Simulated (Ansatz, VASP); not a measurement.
# Cross-check of Ta (Ta(111)) between VASP and Ansatz, part 2 of 2

Aim: how closely do two programs agree when they are given the same cell, functional and k mesh?  The structure shown is the end of the VASP relaxation below.

VASP 6.6.1 and Ansatz 0.2.0.

So far: The starting structure; VASP: relaxation, PBEsol.

## (3) Ansatz: single point, PBEsol

Level of this step: Ansatz beside VASP: Kohn-Sham DFT, plane waves, PBEsol (Ansatz).

Ansatz runs on its default PAW (the set named soft_2) files.

The same cell, functional, mesh and smearing now go to Ansatz, which takes its cutoff from its data sets.

Input file input.yaml:

```yaml
crystal:
  lattice:
    - [4.62934692, 0.0, 0.0]
    - [2.31467346, 4.00913203, 0.0]
    - [0.0, 0.0, 24.44961482]
  atoms:
    - { symbol: Ta, position: [0.66666667, 0.66666667, 0.32038314] }
    - { symbol: Ta, position: [0.0, 0.0, 0.34800531] }
    - { symbol: Ta, position: [0.33333333, 0.33333333, 0.3803057] }
    - { symbol: Ta, position: [0.66666667, 0.66666667, 0.42580975] }
    - { symbol: Ta, position: [0.0, 0.0, 0.46091541] }
    - { symbol: Ta, position: [0.33333333, 0.33333333, 0.5] }
    - { symbol: Ta, position: [0.66666667, 0.66666667, 0.53908459] }
    - { symbol: Ta, position: [0.0, 0.0, 0.57419025] }
    - { symbol: Ta, position: [0.33333333, 0.33333333, 0.6196943] }
    - { symbol: Ta, position: [0.66666667, 0.66666667, 0.65199469] }
    - { symbol: Ta, position: [0.0, 0.0, 0.67961686] }
hamiltonian:
  xc: pbesol
  pseudopotentials: { kind: paw }
kpoints:
  mp_grid: { grid: [9, 9, 1] }
scf:
  occupations: { method: methfessel_paxton, width: 0.15 }
  n_extra_bands: 6
output:
  forces: true
  eigenvalues: true
```

Command:

```bash
ansatz run input.yaml --threads 4 --pin off --max-ram 9216MiB --backend cpu --events-out ev --progress --plain --runs-dir out
```

Numbers of over 12 decimals in the logs are rounded to 6 here.

The program printed:

```text
scf.n_extra_bands = 6 over 72 filled bands (N_el = 143.0): the run solves 78 bands
Engine: ansatz 0.2.0, aarch64-unknown-linux-gnu
Pseudopotentials: kind: paw
Pseudopotential: Ta, paw, valence charge 13, recommended cutoff 420 eV (normal), Ta.paw.azcp
Functional definition: PBEsol
  exchange = pbesol_x
  correlation = pbesol_c
Crystal: 11 atoms, lattice volume = 453.777 Å³
Basis set: ecut = 420 eV, 8919 PW (Γ), exchange–correlation on 64×64×360 points (8 copies of the dense FFT grid, shifted against one another)
Bands: 78, of which v1, the nominal top of the filled ones, is band 72 counted from 1 (71 counted from 0)
Symmetry: 12 space group operations
Space group: P-3m1 (ITA 164), of the structure as read, at distance tolerance 7.7e-5 Å
k-points: 12 of 81
Non-local potential: Ta, projectors of the file, l = 0: 3, l = 1: 2, l = 2: 2, l = 3: 1
PAW form: soft (Blöchl's): semilocal exchange-correlation on the pseudo side does not see the compensation charge
PAW frozen core: Ta, regenerated for the run's functional, and the local potential with it (the file was generated under x = pbe(κ = 0.804, μ = 0.219515), c = pbe(β = 0.066725))
PAW one-centre angular grid: Ta, 590 points (default); XC on 64 Gauss nodes
Initial density: superposition of atomic densities (neutral atoms: chi_scale 0, normalization atom), corrected by the library's trained network
Initial wavefunctions: pseudopotential atomic-orbital guess
Functional: x = pbesol(κ = 0.804, μ = 0.123457), c = pbesol(β = 0.046)
SCF iter   1: F=—  HF=-107864.695578 eV  |F-HF|=—  |Δ(HF+E_count)|=         —  Δρ=9.29e-3  dr2=5.95e0  ethr=1.77e-3  ⟨swp⟩=8.7  Hψ=4508  notcnv=0
preconditioner: auto → LDOS  [metal: Δε(μ)=0.045 eV  Ē_g=2.873 eV  σ=0.150 eV  W_gap=0.25  n_scr=94 (ndim 8)  ℏωp=12.9 eV  f_vac=0.501  D(μ)=8.42/eV (n_scr^D=56)  β→1.0]
SCF iter   2: F=—  HF=-107864.614988 eV  |F-HF|=—  |Δ(HF+E_count)|=   8.06e-2  S|Δr|=    0.00e0  Δρ=7.47e-3  dr2=3.92e0  ethr=1.77e-3  ⟨swp⟩=3.8  Hψ=1460  notcnv=0
SCF iter   3: F=—  HF=-107864.496417 eV  |F-HF|=—  |Δ(HF+E_count)|=   1.19e-1  S|Δr|=    0.00e0  Δρ=7.93e-4  dr2=2.52e-2  ethr=1.77e-3  ⟨swp⟩=2.2  Hψ=1059  notcnv=0
SCF iter   4: F=—  HF=-107864.500587 eV  |F-HF|=—  |Δ(HF+E_count)|=   4.17e-3  S|Δr|=    0.00e0  Δρ=3.73e-4  dr2=4.34e-3  ethr=1.76e-5  ⟨swp⟩=2.0  Hψ=1294  notcnv=0
SCF iter   5: F=—  HF=-107864.500362 eV  |F-HF|=—  |Δ(HF+E_count)|=   2.25e-4  S|Δr|=    0.00e0  Δρ=8.93e-5  dr2=8.38e-5  ethr=3.03e-6  ⟨swp⟩=2.0  Hψ=1229  notcnv=0
SCF iter   6: F=—  HF=-107864.501013 eV  |F-HF|=—  |Δ(HF+E_count)|=   6.52e-4  S|Δr|=    0.00e0  Δρ=2.88e-5  dr2=3.20e-5  ethr=5.86e-8  ⟨swp⟩=3.1  Hψ=1529  notcnv=0
SCF iter   7: F=—  HF=-107864.501013 eV  |F-HF|=—  |Δ(HF+E_count)|=   5.13e-8  S|Δr|=    0.00e0  Δρ=7.68e-6  dr2=8.50e-7  ethr=2.24e-8  ⟨swp⟩=1.3  Hψ=956  notcnv=0
SCF iter   8: F=—  HF=-107864.501014 eV  |F-HF|=—  |Δ(HF+E_count)|=   4.08e-7  S|Δr|=    0.00e0  Δρ=3.02e-6  dr2=3.11e-7  ethr=6.99e-11  ⟨swp⟩=12.2  Hψ=4803  notcnv=0
SCF iter   9: F=-107864.501014 eV  HF=-107864.501014 eV  |F-HF|=1.47e-8  |Δ(HF+E_count)|=   1.25e-8  S|Δr|=    0.00e0  Δρ=8.89e-7  dr2=2.00e-8  ethr=6.99e-11  ⟨swp⟩=4.0  Hψ=3771  notcnv=0
SCF 1 converged in 9 iterations: F = -107864.501014 eV  dr2 = 2.00e-8
  greatest PAW one-centre occupation: 1.000 electrons in one spin orbital (limit 2), on the Ta atom at site 9 (counted from 0), in its partial waves of l = 0
SCF converged after 9 iterations
Stability not checked: this state was not tested for a lower state beside it, because cold or Methfessel-Paxton smearing, or corrected tetrahedra, fill the levels in a way that the test cannot read (fill_not_monotonic; see scf.lower_state_search)
Free energy (F): -107864.501014 eV
Harris-Foulkes:  -107864.501014 eV  (|F-HF|=1.47e-8)
Internal energy: -107864.508177 eV  (E = F + TS)
E sigma→0 (E₀):  -107864.502805 eV
Entropy (-TS):   0.007163 eV (0.651 meV/atom)
Fermi energy:    5.915703 eV
--- Per-component energies (eV) ---
  E_band       = -2960.706536
  E_kinetic    = 4030.689140
  E_local      = -145921.166445  (includes V_loc(G=0)·N_el)
  E_nonlocal   = 202.295242
  E_hartree    = 71116.497274
  E_xc         = -2382.639776
  E_vxc        = -2236.522474  (∫ρ·V_xc dr)
  E_paw        = -91000.212575  (= ΣΔE_a)
  E_vpaw       = -1268.959010  (= ΣTr[D̂ρ^β])
  E_aug_tail   = 0.001611  (compensation charges beyond the density's cutoff)
  E_ewald      = 56087.677241
  E_core_change = 2.350111  (= ΣΔE_core)
  E_smearing   = 0.007163  (= −TS)
  E_closure    = 0.000000  (closes the sum)
  Σ components = -107864.501014   (vs F -107864.501014, Δ=0.00e0)
--- Forces (eV/Å), atoms counted from 1 ---
  atom   1  Ta     0.00000000    -0.00000000    -0.32141548
  atom   2  Ta    -0.00000000     0.00000000    -0.09696941
  atom   3  Ta     0.00000000     0.00000000     0.00226915
  atom   4  Ta     0.00000000    -0.00000000     0.20219980
  atom   5  Ta     0.00000000     0.00000000     0.02240117
  atom   6  Ta    -0.00000000     0.00000000     0.00000000
  atom   7  Ta     0.00000000    -0.00000000    -0.02240117
  atom   8  Ta     0.00000000     0.00000000    -0.20219980
  atom   9  Ta     0.00000000    -0.00000000    -0.00226915
  atom  10  Ta    -0.00000000    -0.00000000     0.09696941
  atom  11  Ta    -0.00000000     0.00000000     0.32141548
  max |Σ_I F_I| component: 3.70e-17 eV/Å
--- Band table (eV; the first three rows and the last of 12) ---
  k-point 0: bands = [... 68 lower, 5.5543, 5.5543, 5.6165, 5.8089, 5.9924, 6.1600, 6.1600, 6.4770, ... 2 higher]
  k-point 1: bands = [... 68 lower, 5.5935, 5.6273, 5.7031, 5.9893, 6.1139, 6.1874, 6.2993, 6.4610, ... 2 higher]
  k-point 2: bands = [... 68 lower, 5.7075, 5.7171, 5.8539, 6.1077, 6.3484, 6.4565, 6.4796, 6.5406, ... 2 higher]
  k-point 11: bands = [... 68 lower, 5.7027, 5.7169, 5.7169, 6.0285, 6.0285, 6.1769, 6.2332, 6.2332, ... 2 higher]
```

The job ended after 8.1 s (4 threads of Arm Neoverse V1, shared host; peak memory 1.3 GiB; 31 s of CPU time).

## (4) Side by side

Known differences besides the PAW data sets themselves: the data sets hold 143 valence electrons in Ansatz (default PAW (the set named soft_2) files) and 55 in VASP; the cutoff is 420 eV in Ansatz and 320 eV in VASP (PREC = Normal); Ansatz makes its cores anew for this functional, VASP keeps those of its PBE data sets; VASP leaves aspherical gradient terms in its spheres out (LASPH is not set), Ansatz keeps them. Total energies have different zeros and are not compared.

At this near-relaxed geometry the largest component of a force difference is 323 meV/Å.

## (5) Further runs

The difference is large enough to ask for its cause, so further runs change the set-up of one program at a time, as the table lists.

```
                                                           run  r.m.s. force difference (meV/Å)
                                                      as above                               97
cores kept as stored, as VASP does, whose cores stay as stored                               97
                       Ansatz's larger PAW set (cutoff 640 eV)                               98
                    norm-conserving potentials (cutoff 789 eV)                               93
```

## (6) Outcome

```
r.m.s. force difference (single point, PBEsol) : 97 meV/Å
```

The r.m.s. force difference is 97 meV/Å (single point, PBEsol), beyond the 12 meV/Å picked in this series as the mark of a large difference. For single point, PBEsol: no further run halves the r.m.s. force difference; only Ansatz's side was varied, and Ansatz's runs with other potentials lie closer to each other than to VASP, which for this quantity points to VASP's side; this was not tested here. Differences of this kind measure data sets and numerical settings, not the functional's error against experiment.

[Lines on the potential files, build, host, timing and source positions are cut from VASP's logs without a mark.]

[Logs are printed without paths, hosts, clocks, repeated set-up lines and the standing remarks that a program may print on its own settings, such as how far it seeks lower states.]

[Hosts, paths, dates, database ids (printed as entryN), source tags and the programs' standing remarks are cut or masked in the printed files.]
